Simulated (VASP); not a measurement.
As:

```
CELL_PARAMETERS angstrom
1.82500 -5.50000 0.00000
1.82500 5.50000 0.00000
0.00000 0.00000 4.47000
ATOMIC_POSITIONS crystal
As 0.11000 0.89000 0.06000
As 0.61000 0.39000 0.44000
As 0.89000 0.11000 0.94000
As 0.39000 0.61000 0.56000
```

This isn't the form of As at room conditions, which is rhombohedral.

```yaml
Program: VASP 6.6.1
Task: relaxation of cell and atoms
Functional: LDA
Potentials_or_basis: VASP PAW LDA potentials, release 64 (As)
Cutoff: 520 eV
k_mesh: 10 × 10 × 8
Occupations: gaussian, width 0.02 eV
Spin: no spin polarisation
```

At the start: pressure -1.5 GPa; volume 22.43 Å³/atom.

Task: How do energy, volume and symmetry change on relaxing?

Result: Over 21 steps the energy falls by 10.6 meV/atom and the volume is 21.07 Å³/atom (-6.1 %); space group Cmce (No. 64, to 0.05 Å).

The path:
```tsv
step	energy change (eV)	largest force (eV/Å)	pressure (GPa)	volume (Å³)
1	0.0000	0.1518	-1.49	89.74
2	-0.0095	0.2565	0.92	87.05
3	-0.0121	0.1481	0.12	87.89
4	-0.0191	0.1356	0.02	87.52
5	-0.0324	0.1472	-0.25	86.39
6	-0.0186	0.3007	-0.55	84.02
7	-0.0343	0.1786	-0.32	85.83
8	-0.0388	0.0552	-0.11	84.97
9	-0.0388	0.0497	-0.09	84.90
10	-0.0406	0.0251	-0.01	84.49
11	-0.0415	0.0271	0.08	84.08
12	-0.0415	0.0317	0.10	84.00
13	-0.0419	0.0341	-0.02	84.14
14	-0.0422	0.0396	-0.20	84.38
15	-0.0424	0.0234	-0.12	84.34
16	-0.0425	0.0062	0.01	84.27
17	-0.0425	0.0061	0.01	84.27
18	-0.0426	0.0031	0.00	84.28
19	-0.0426	0.0017	0.00	84.29
20	-0.0426	0.0011	0.00	84.29
21	-0.0426	0.0013	0.00	84.28
```

Final structure:
```cif
data_structure
_symmetry_space_group_name_H-M 'P 1'
_symmetry_Int_Tables_number 1
_cell_length_a 5.7007
_cell_length_b 5.7007
_cell_length_c 4.2023
_cell_angle_alpha 90.000
_cell_angle_beta 90.000
_cell_angle_gamma 141.891
_cell_volume 84.28
loop_
_atom_site_label
_atom_site_type_symbol
_atom_site_fract_x
_atom_site_fract_y
_atom_site_fract_z
_atom_site_occupancy
As1 As 0.11305 0.88695 0.05248 1
As2 As 0.61305 0.38695 0.44752 1
As3 As 0.88695 0.11305 0.94752 1
As4 As 0.38695 0.61305 0.55248 1
```
